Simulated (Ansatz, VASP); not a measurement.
**SnO in two plane-wave programs**

One calculation is typed for both programs; each brings its own data sets. How far apart do they land? The cell is generated by rule, not measured, and may not be a known phase. Of the first pair: The two relaxations start from unlike cells of this crystal (the structure described is Ansatz's start), so only their ends are compared.

Program: Ansatz 0.2.0. Level of theory: plane waves, with VASP 6.6.1 beside it; relaxation of cell and atoms at PBEsol. Results are calculated unless marked as measured.

### Step 1. Starting point

Symmetry: P6_3/mmc, No. 194, hexagonal system. Conventional cell: a = 3.429 Å, b = 3.429 Å, c = 5.487 Å, α = 90.00°, β = 90.00°, γ = 120.00°. Sn has 6 O at 2.41 Å nearest. O has 6 Sn at 2.41 Å nearest. Farther neighbours and most contacts between anions are not listed.

### Step 2. Ansatz: relaxation of cell and atoms, PBEsol, pair 1

Ansatz runs on norm-conserving files, of PseudoDojo where its log says so.

The relaxed volume is the usual yardstick between codes: in a stiff, nearly cubic crystal its relative difference is about their pressure difference at one cell divided by the bulk modulus.

The input, input.yaml:

```yaml
crystal:
  lattice:
    - [3.42947, 0.0, 0.0]
    - [-1.71473, 2.97001, 0.0]
    - [0.0, 0.0, 5.48715]
  atoms:
    - { symbol: Sn, position: [0.0, 0.0, 0.0] }
    - { symbol: Sn, position: [0.0, 0.0, 0.5] }
    - { symbol: O, position: [0.333333, 0.666667, 0.25] }
    - { symbol: O, position: [0.666667, 0.333333, 0.75] }
kpoints:
  mp_grid: { grid: [6, 6, 4] }
hamiltonian:
  xc: pbesol
  pseudopotentials: { kind: nc }
scf:
  occupations: { method: gaussian, width: 0.1 }
output:
  forces: true
  stress: true
  eigenvalues: true
relax:
  adjacent_minimum: "off"
  f_tol: 0.05
  max_steps: 80
  cell: { stress_tol: 0.5 }
```

Launch:

```sh
$ ansatz run input.yaml --threads 4 --pin off --max-ram 7168MiB --backend cpu --events-out ev --progress --plain --runs-dir out
```

Numbers of over 12 decimals in the logs are rounded to 6 here.

The program printed:

```text
Warning: the atoms were moved onto the symmetric positions of the space group found under crystal.symmetry.tolerance 1.0e-5 (fractional; no operation is sought that the atoms, as they stand in a round, miss by more than twice it, and no atom is moved by as much as it), and the run uses the moved positions. Before a round's move an operation carried an atom to 3.43e-6 Å from where it should land, the largest such dist [...]
The last accepted step is kept in <dir> (removed where the run ends without a failure and the disk answers)
Engine: ansatz 0.2.0, aarch64-unknown-linux-gnu
Pseudopotentials: kind: nc
Pseudopotential: Sn, nc, valence charge 14, recommended cutoff 979.609905 eV (normal), Sn.nc.azcp (PseudoDojo's, or run here from an input of PseudoDojo's: the run reads no file of this project's for it)
Pseudopotential: O, nc, valence charge 6, recommended cutoff 1142.878222 eV (normal), O.nc.azcp (PseudoDojo's, or run here from an input of PseudoDojo's: the run reads no file of this project's for it)
Functional definition: PBEsol
  exchange = pbesol_x
  correlation = pbesol_c
Crystal: 4 atoms, lattice volume = 55.890 Å³
Basis set: ecut = 1142.878222 eV, 4927 PW (Γ), exchange–correlation on 80×80×128 points (8 copies of the dense FFT grid, shifted against one another)
Bands: 24, of which v1, the nominal top of the filled ones, is band 20 counted from 1 (19 counted from 0)
Symmetry: 24 space group operations
Space group: P63/mmc (ITA 194), of the structure as read, at distance tolerance 3.8e-5 Å
k-points: 21 of 144
Non-local potential: Sn, projectors of the file, l = 0: 2, l = 1: 2, l = 2: 2, l = 3: 2
Non-local potential: O, projectors of the file, l = 0: 2, l = 1: 2, l = 2: 1
Initial density: superposition of atomic densities (chi_scale 0.1, normalization cell, long waves kept (reshape's long-wave potential 0.00 eV rms))
Initial wavefunctions: pseudopotential atomic-orbital guess
Functional: x = pbesol(κ = 0.804, μ = 0.123457), c = pbesol(β = 0.046)
SCF iter   1: F=—  HF=-5176.349536 eV  |F-HF|=—  |Δ(HF+E_count)|=         —  Δρ=4.85e-2  dr2=1.07e0  ethr=3.10e-3  ⟨swp⟩=5.3  Hψ=2023  notcnv=0
[...]
Basis set: ecut = 1142.878222 eV, 5567 PW (Γ), exchange–correlation on 80×80×144 points (8 copies of the dense FFT grid, shifted against one another)
Initial wavefunctions: pseudopotential atomic-orbital guess (no wavefunctions were taken with the density)
iter 1 solved again at ethr=3.43e-7 eV; its pass at ethr=3.10e-3 eV (dr2=1.37e-4 eV) is discarded
SCF iter   1: F=—  HF=-5176.778105 eV  |F-HF|=—  |Δ(HF+E_count)|=         —  Δρ=9.92e-4  dr2=6.72e-5  ethr=3.43e-7  ⟨swp⟩=3.0  Hψ=3479  notcnv=0
preconditioner: auto → Kerker (q_TF=auto, 2.526 Å⁻¹)  [metal: Δε(μ)=0.091 eV  Ē_g=17.414 eV  σ=0.100 eV  W_gap=0.48  n_scr=22 (ndim 8)  ℏωp=29.5 eV  f_vac=0.000  D(μ)=0.72/eV (n_scr^D=2)]
SCF iter   2: F=—  HF=-5176.778189 eV  |F-HF|=—  |Δ(HF+E_count)|=   8.38e-5  Δρ=5.18e-4  dr2=1.25e-5  ethr=1.68e-7  ⟨swp⟩=2.0  Hψ=712  notcnv=0
SCF iter   3: F=—  HF=-5176.778234 eV  |F-HF|=—  |Δ(HF+E_count)|=   4.46e-5  Δρ=2.46e-4  dr2=2.01e-6  ethr=3.12e-8  ⟨swp⟩=2.0  Hψ=608  notcnv=0
SCF iter   4: F=—  HF=-5176.778312 eV  |F-HF|=—  |Δ(HF+E_count)|=   7.83e-5  Δρ=5.35e-6  dr2=8.52e-9  ethr=5.02e-9  ⟨swp⟩=2.0  Hψ=708  notcnv=0
SCF iter   5: F=-5176.778312 eV  HF=-5176.778312 eV  |F-HF|=5.22e-10  |Δ(HF+E_count)|=  5.27e-10  Δρ=1.37e-6  dr2=1.04e-9  ethr=1.00e-11  ⟨swp⟩=4.0  Hψ=1870  notcnv=0
SCF 7 converged in 5 iterations: F = -5176.778312 eV  dr2 = 1.04e-9
relax step   7: F+E_penalty+E_count = -5176.77831194 eV  Δ(F+E_penalty+E_count) = -2.395e-2 eV  max|allowed force component| = 1.203e-16 eV/Å  Δτ_max = 0.0000 Å  P = +0.562 GPa  Ω = 63.433 Å³  stress off target by 1.62e0 GPa  SCF on the basis re-selected at this cell (its energy is not comparable with the rows above)  (5 SCF iters)
[...]
relax step   8: F+E_penalty+E_count = -5176.78260354 eV  Δ(F+E_penalty+E_count) = -4.292e-3 eV  max|allowed force component| = 1.388e-16 eV/Å  Δτ_max = 0.0000 Å  P = +0.086 GPa  Ω = 63.305 Å³  energy of the carried Pulay correction = +2.747e-5 eV  (6 SCF iters, dr2 threshold 4.00e-7 eV, accepted)
[...]
relax step   9: F+E_penalty+E_count = -5176.78260416 eV  Δ(F+E_penalty+E_count) = -6.236e-7 eV  max|allowed force component| = 3.053e-16 eV/Å  Δτ_max = 0.0000 Å  P = +0.086 GPa  Ω = 63.305 Å³  stress off target by 4.09e-1 GPa  SCF on the basis re-selected at this cell (its energy is not comparable with the rows above)  (4 SCF iters)
basis re-selected at this cell: Δ(F+E_penalty+E_count) = -6.236e-7 eV, ΔP = +0.001 GPa vs the last step (what re-selecting the basis moved, of the pressure what is left beyond the Pulay correction that the steps carried, after the strain that the cell walked since its last selection, with what the two solves' SCF thresholds leave and, on support functions, any second-order correction that the steps lacked; it is no m [...]
SCF converged after 4 iterations
Free energy (F): -5176.782604 eV
Harris-Foulkes:  -5176.782604 eV  (|F-HF|=3.71e-10)
Internal energy: -5176.777869 eV  (E = F + TS)
E sigma→0 (E₀):  -5176.780236 eV
Entropy (-TS):   -0.004736 eV (-1.184 meV/atom)
Fermi energy:    11.641621 eV
--- Per-component energies (eV) ---
  E_band       = -115.430688
  E_kinetic    = 3144.658558
  E_local      = -2105.356894  (includes V_loc(G=0)·N_el)
  E_nonlocal   = -2261.800134
  E_hartree    = 1019.713109
  E_xc         = -1411.481732
  E_vxc        = -932.358862  (∫ρ·V_xc dr)
  E_ewald      = -3562.510775
  E_smearing   = -0.004736  (= −TS)
  E_closure    = 0.000000  (closes the sum)
  Σ components = -5176.782604   (vs F -5176.782604, Δ=0.00e0)
--- Forces (eV/Å), atoms counted from 1 ---
  atom   1  Sn    -0.00000000     0.00000000     0.00000000
  atom   2  Sn    -0.00000000     0.00000000     0.00000000
  atom   3  O      0.00000000     0.00000000    -0.00000000
  atom   4  O     -0.00000000     0.00000000     0.00000000
  max |Σ_I F_I| component: 1.11e-16 eV/Å
--- Stress (GPa, compression-positive) ---
       -0.074862      -0.000000       0.000000
       -0.000000      -0.074862       0.000000
        0.000000       0.000000       0.409039
  P = ⅓ Tr σ = 0.0864 GPa (0.864 kbar)
--- Band table (eV; the first three rows and the last of 21) ---
  k-point 0: bands = [... 16 lower, 8.3997, 8.6276, 8.6276, 10.9709, 12.0931, 17.8423, 17.8423, 18.5442]
  k-point 1: bands = [... 16 lower, 8.4344, 8.5956, 8.5956, 10.2047, 12.9774, 16.5269, 17.9659, 17.9659]
  k-point 2: bands = [... 16 lower, 8.5163, 8.5163, 9.0522, 9.0522, 14.5394, 14.5394, 18.3401, 18.3401]
  k-point 20: bands = [... 16 lower, 7.8894, 7.8894, 10.4223, 10.4223, 11.6465, 11.6465, 14.9381, 14.9381]
--- Relaxed structure (7 steps of the walk, 7 accepted, 2 SCFs on fresh bases) ---
  F+E_penalty+E_count = -5176.78260416 eV   max|allowed force component| = 3.053e-16 eV/Å   (the final SCF, on the basis selected at the relaxed cell)
  cell:  # Å, volume = 63.3046 Å³
    - [3.370265, -2.8369143439648535e-6, 0.0]
    - [-1.685130, 2.918736, 0.0]
    - [0.0, 0.0, 6.435421]
  atoms:
    - { symbol: Sn, position: [0, 0, 0.0] }
    - { symbol: Sn, position: [0, 0, 0.5] }
    - { symbol: O, position: [0.333333, 0.666667, 0.25] }
    - { symbol: O, position: [0.666667, 0.333333, 0.75] }
```

In the SCF lines HF is the Harris–Foulkes energy and dr2 the Hartree energy of the density residual, in eV; the loop may stop once dr2 is under the threshold and the program's other checks hold. Hψ counts applications of the Hamiltonian.

### Step 3. VASP: relaxation of cell and atoms, PBEsol, pair 1

Its own start cell and the same functional, mesh and smearing now go to VASP, with its own data sets.

Lines of VASP's logs that name or quote its potential files are left out, and so is its time.

The input, INCAR:

```
SYSTEM = SnO
PREC = Accurate
ENCUT = 600
EDIFF = 1E-07
NELM = 120
ISMEAR = 0
SIGMA = 0.1
LREAL = .FALSE.
ALGO = Normal
GGA = PS
NBANDS = 26
LORBIT = 11
LWAVE = .FALSE.
LCHARG = .FALSE.
ISIF = 3
IBRION = 2
NSW = 80
EDIFFG = -0.005
LASPH = .TRUE.
GGA_COMPAT = .FALSE.
NELMIN = 4
KPAR = 2
```

The input, POSCAR:

```
SnO
1.0
    3.3607455615     -0.0000029367      0.0000000000
   -1.6803703281      2.9104929548      0.0000000000
    0.0000000000      0.0000000000      6.4579501698
Sn O
2 2
Direct
    0.0000000000      0.0000000000      0.0000000000
    0.0000000000      0.0000000000      0.5000000000
    0.3333333744      0.6666665544      0.2499999089
    0.6666666256      0.3333334456      0.7499999089
```

The input, KPOINTS:

```
Automatic mesh
0
Gamma
6 6 4
0 0 0
```

Potentials, in the order of the species: Sn_d and O (PBE family, release 64).

Launch:

```sh
$ mpirun -np 2 vasp_std
```

The program printed:

```text
[banner, memory and clock lines left out]
running    2 mpi-ranks, on    1 nodes
 distrk:  each k-point on    1 cores,    2 groups
 distr:  one band on    1 cores,    1 groups

 POSCAR found type information on POSCAR SnO
 POSCAR found :  2 types and       4 ions
|                                                                             |
|               ----> ADVICE to this user running VASP <----                  |
|                                                                             |
|     You enforced a specific xc type in the INCAR file but a different       |
|     [... a line on the potential file left out ...]
|     I HOPE YOU KNOW WHAT YOU ARE DOING!                                     |
|                                                                             |

 LDA part: xc-table for (Slater+PW92), standard interpolation
 POSCAR, INCAR and KPOINTS ok, starting setup
 FFT: planning ... GRIDC
 FFT: planning ... GRID_SOFT
 FFT: planning ... GRID
 WAVECAR not read
 entering main loop
       N       E                     dE             d eps       ncg     rms          rms(c)
DAV:   1     0.434512040471E+03    0.43451E+03   -0.21956E+04  1096   0.261E+03
DAV:   2     0.403482284716E+02   -0.39416E+03   -0.38482E+03  1164   0.589E+02
DAV:   3    -0.221021697572E+02   -0.62450E+02   -0.61186E+02  1256   0.195E+02
DAV:   4    -0.251673308307E+02   -0.30652E+01   -0.30441E+01  1242   0.456E+01
DAV:   5    -0.252519106349E+02   -0.84580E-01   -0.84540E-01  1376   0.787E+00    0.103E+01
DAV:   6    -0.225446067309E+02    0.27073E+01   -0.18793E+01  1658   0.512E+01    0.628E+00
DAV:   7    -0.222052480025E+02    0.33936E+00   -0.28520E+00  1256   0.103E+01    0.213E+00
DAV:   8    -0.221723177568E+02    0.32930E-01   -0.29595E-01  1138   0.333E+00    0.608E-01
DAV:   9    -0.221628712902E+02    0.94465E-02   -0.28481E-02  1704   0.137E+00    0.195E-01
DAV:  10    -0.221628690777E+02    0.22125E-05   -0.62261E-03  1472   0.661E-01    0.111E-01
DAV:  11    -0.221627608524E+02    0.10823E-03   -0.60423E-04  1204   0.183E-01    0.311E-02
DAV:  12    -0.221627613696E+02   -0.51719E-06   -0.18871E-04  1260   0.859E-02    0.187E-02
DAV:  13    -0.221627578368E+02    0.35328E-05   -0.28465E-05  1334   0.331E-02    0.581E-03
DAV:  14    -0.221627571398E+02    0.69698E-06   -0.19749E-06  1152   0.963E-03    0.846E-04
DAV:  15    -0.221627571531E+02   -0.13253E-07   -0.29902E-07   932   0.379E-03
   1 F= -.22162757E+02 E0= -.22160261E+02  d E =-.221628E+02
[...]
2 F= -.22162824E+02 E0= -.22160324E+02  d E =-.670752E-04
[...]
3 F= -.22162827E+02 E0= -.22160327E+02  d E =-.697548E-04
[...]
4 F= -.22162861E+02 E0= -.22160357E+02  d E =-.339484E-04
 trial-energy change:   -0.000034  1 .order   -0.000035   -0.000040   -0.000029
 step:   3.7176(harm=  3.7176)  dis= 0.00000  next Energy=   -22.162903 (dE=-0.761E-04)
 bond charge predicted
       N       E                     dE             d eps       ncg     rms          rms(c)
DAV:   1    -0.221651568092E+02   -0.22960E-02   -0.62650E-02  1266   0.257E+00    0.301E-01
DAV:   2    -0.221635152140E+02    0.16416E-02   -0.68153E-03  1226   0.782E-01    0.142E-01
DAV:   3    -0.221630717653E+02    0.44345E-03   -0.12764E-03  1480   0.410E-01    0.805E-02
DAV:   4    -0.221628909651E+02    0.18080E-03   -0.39260E-04  1556   0.272E-01    0.157E-02
DAV:   5    -0.221628918761E+02   -0.91094E-06   -0.81073E-05  1260   0.960E-02    0.665E-03
DAV:   6    -0.221628917183E+02    0.15775E-06   -0.52644E-06  1266   0.197E-02    0.220E-03
DAV:   7    -0.221628917460E+02   -0.27669E-07   -0.43370E-07   978   0.631E-03
   5 F= -.22162892E+02 E0= -.22160388E+02  d E =-.648381E-04
 curvature:  -2.35 expect dE=-0.973E-05 dE for cont linesearch -0.405E-05
 trial: gam= 0.00000 g(F)=  0.945E-40 g(S)=  0.415E-05 ort =-0.945E-05 (trialstep = 0.152E+01)
 search vector abs. value=  0.415E-05
 reached required accuracy - stopping structural energy minimisation
```

From OUTCAR (step 3):

```text
ion  position               nearest neighbor table
   1  0.000  0.000  0.000-   3 2.52   3 2.52   3 2.52   4 2.52   4 2.52   4 2.52   2 3.23   2 3.23

  LATTYP: Found a hexagonal cell.
 ALAT       =     3.3607455615
 C/A-ratio  =     1.9215825928

 Subroutine GETGRP returns: Found 24 space group operations
 (whereof 12 operations were pure point group operations)

The static configuration has the point symmetry D_3d.
 The point group associated with its full space group is D_6h.

 Found     21 irreducible k-points:

   k-points           NKPTS =     21   k-points in BZ     NKDIM =     21   number of bands    NBANDS=     26

   dimension x,y,z NGX =    28 NGY =   28 NGZ =   54
   dimension x,y,z NGXF=    56 NGYF=   56 NGZF=  108

   ENCUT  =  600.0 eV  44.10 Ry    6.64 a.u.   6.71  6.71 12.90*2*pi/ulx,y,z

   NELECT =      40.0000    total number of electrons

 k-points in reciprocal lattice and weights: Automatic mesh
   0.00000000  0.00000000  0.00000000       0.007
   0.16666667  0.00000000  0.00000000       0.042
   0.33333333  0.00000000  0.00000000       0.042
   0.50000000  0.00000000  0.00000000       0.021
   0.16666667  0.16666667  0.00000000       0.042
   0.33333333  0.16666667  0.00000000       0.083
   0.33333333  0.33333333  0.00000000       0.014
   0.00000000  0.00000000  0.25000000       0.014
   0.16666667  0.00000000  0.25000000       0.083
[...]
0.33333333  0.16666667  0.50000000       0.083
   0.33333333  0.33333333  0.50000000       0.014

 average (electrostatic) potential at core
       1 -98.8354       2 -98.8354       3 -67.4754       4 -67.4754

 E-fermi :   8.2732

 k-point     1 :       0.0000    0.0000    0.0000
  band No.  band energies     occupation
    ...
     16       5.0744      2.00000
     17       5.0744      2.00000
     18       5.2985      2.00000
     19       5.2985      2.00000
     20       7.6876      2.00000
     21       8.7277      0.00000
     22      14.6336      0.00000
     23      14.6336      0.00000
     24      15.1209      0.00000
     25      15.8616      0.00000
    ...

 k-point     2 :       0.1667    0.0000    0.0000
  band No.  band energies     occupation
    ...
     16       4.0833      2.00000
     17       4.7983      2.00000
     18       5.2585      2.00000
     19       5.4591      2.00000
     20       8.2661      1.07931
     21       9.0414      0.00000
     22      12.3375      0.00000
     23      13.2176      0.00000
     24      14.6181      0.00000
     25      14.6905      0.00000
    ...

 k-point     3 :       0.3333    0.0000    0.0000
  band No.  band energies     occupation
    ...
     16       4.0656      2.00000
     17       4.3278      2.00000
     18       5.1388      2.00000
     19       6.2829      2.00000
     20       6.8352      2.00000
     21       9.1369      0.00000
     22      10.7274      0.00000
     23      11.3894      0.00000
     24      13.1295      0.00000
     25      14.4395      0.00000
    ...

  Total        0.0122119      0.0122119      0.0067460     -0.0000000     -0.0000000      0.0000000
  in kB        0.3100526      0.3100527      0.1712779     -0.0000000     -0.0000000      0.0000000
  external PRESSURE =       0.2637944 kB  Pullay stress =       0.0000000 kB

  energy-cutoff  :      600.00
  volume of cell :       63.10
      direct lattice vectors                 reciprocal lattice vectors
     3.354703964 -0.000002931 -0.000000000     0.298089046  0.172101426 -0.000000000
    -1.677349534  2.905260773 -0.000000000     0.000000301  0.344203355  0.000000000
     0.000000000 -0.000000000  6.474696084     0.000000000  0.000000000  0.154447404

 POSITION                                       TOTAL-FORCE (eV/Angst)
 -----------------------------------------------------------------------------------
      0.00000      0.00000     -0.00000         0.000000     -0.000000      0.000000
      0.00000     -0.00000      3.23735         0.000000     -0.000000      0.000000
      0.00000      1.93684      1.61867        -0.000000      0.000000      0.000000
      1.67735      0.96842      4.85602         0.000000     -0.000000      0.000000
 -----------------------------------------------------------------------------------
    total drift:                                0.000000      0.000000      0.001318

  FREE ENERGIE OF THE ION-ELECTRON SYSTEM (eV)
  ---------------------------------------------------
  free  energy   TOTEN  =       -22.1628917460 eV

  energy  without entropy=      -22.1578834220  energy(sigma->0) =      -22.16038758

 reached required accuracy - stopping structural energy minimisation

 total charge
# of ion       s       p       d       tot
------------------------------------------
    1        1.377   0.639  10.034  12.050
    2        1.377   0.639  10.034  12.050
    3        1.597   3.264   0.000   4.861
    4        1.597   3.264   0.000   4.861
--------------------------------------------------
tot          5.949   7.806  20.067  33.823

[... 3 further parts left out ...]
```

### Step 4. Comparison

Known differences besides the potentials themselves: the cutoff is 1142.88 eV in Ansatz and 600 eV in VASP; Ansatz adds a Pulay correction to the stress that steers its cell, VASP none. Total energies have different zeros and are not compared.

Both answers:

| quantity | Ansatz | VASP | difference |
| --- | --- | --- | --- |
| volume (Å³) | 63.30 | 63.10 | +0.32 % |
| edge a after relaxation, in the typed setting (Å) | 3.370 | 3.355 | +0.47 % |
| edge c after relaxation, in the typed setting (Å) | 6.435 | 6.475 | -0.61 % |

[end of part 1 of 2]

[Lines on the potential files, build, host, timing and source positions are cut from VASP's logs without a mark.]

[Logs are printed without paths, hosts, clocks, repeated set-up lines and the standing remarks that a program may print on its own settings, such as how far it seeks lower states.]

[Hosts, paths, dates, database ids (printed as entryN), source tags and the programs' standing remarks are cut or masked in the printed files.]
